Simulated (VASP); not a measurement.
The system is Sn3GeTe4.

```
Ge Sn Te
1.0
    -6.22803    6.22803    0.00000
    -6.22803    0.00000    6.22803
     0.00000    6.22803    6.22803
Ge Sn Te
2 6 8
Direct
  0.00000 0.00000 0.00000
  0.50000 0.00000 0.00000
  0.00000 0.50000 0.00000
  0.00000 0.00000 0.50000
  0.50000 0.50000 0.00000
  0.50000 0.00000 0.50000
  0.00000 0.50000 0.50000
  0.50000 0.50000 0.50000
  0.75000 0.75000 0.75000
  0.25000 0.75000 0.75000
  0.75000 0.25000 0.75000
  0.75000 0.75000 0.25000
  0.25000 0.25000 0.75000
  0.25000 0.75000 0.25000
  0.75000 0.25000 0.25000
  0.25000 0.25000 0.25000
```

The cell was built by a generator and needn't be a form met in nature.

```yaml
Program: VASP 6.6.1
Task: relaxation of cell and atoms
Functional: PBEsol
Potentials_or_basis: VASP PAW PBE potentials, release 64 (Ge_d, Sn_d, Te)
Cutoff: 600 eV
k_mesh: 6 × 6 × 6
Occupations: gaussian, width 0.03 eV
Spin: no spin polarisation
```

At the start: pressure -0.6 GPa; volume 30.20 Å³/atom.

**Question.** Where does the relaxation end?

**Answer.** Over 7 steps the energy falls by 11.5 meV/atom and the volume is 29.73 Å³/atom (-1.5 %); space group Cmmm (No. 65, to 0.05 Å).

The path:
| step | energy change (eV) | largest force (eV/Å) | pressure (GPa) | volume (Å³) |
| --- | --- | --- | --- | --- |
| 1 | 0.0000 | 0.5191 | -0.56 | 483.15 |
| 2 | -0.0803 | 0.4160 | 0.12 | 475.74 |
| 3 | -0.1115 | 0.2793 | 1.03 | 466.95 |
| 4 | -0.1595 | 0.1463 | 0.65 | 470.12 |
| 5 | -0.1825 | 0.0189 | 0.19 | 474.25 |
| 6 | -0.1826 | 0.0255 | 0.17 | 474.42 |
| 7 | -0.1838 | 0.0069 | 0.03 | 475.72 |

Final structure:
```
CELL_PARAMETERS angstrom
-6.19566 6.19566 0.00000
-6.19615 -0.00049 6.19546
0.00049 6.19615 6.19546
ATOMIC_POSITIONS crystal
Ge 0.00000 0.00000 0.00000
Ge 0.50000 0.00000 0.00000
Sn 0.00000 0.50000 0.00000
Sn 0.00000 0.00000 0.50000
Sn 0.50000 0.50000 0.00000
Sn 0.50000 0.00000 0.50000
Sn 0.00000 0.50000 0.50000
Sn 0.50000 0.50000 0.50000
Te 0.74379 0.75621 0.75621
Te 0.24379 0.75621 0.75621
Te 0.75000 0.23758 0.76242
Te 0.75000 0.76242 0.23758
Te 0.25000 0.23758 0.76242
Te 0.25000 0.76242 0.23758
Te 0.75621 0.24379 0.24379
Te 0.25621 0.24379 0.24379
```

Caveat: the PAW data sets were made with another functional, which shifts forces and pressure a little.
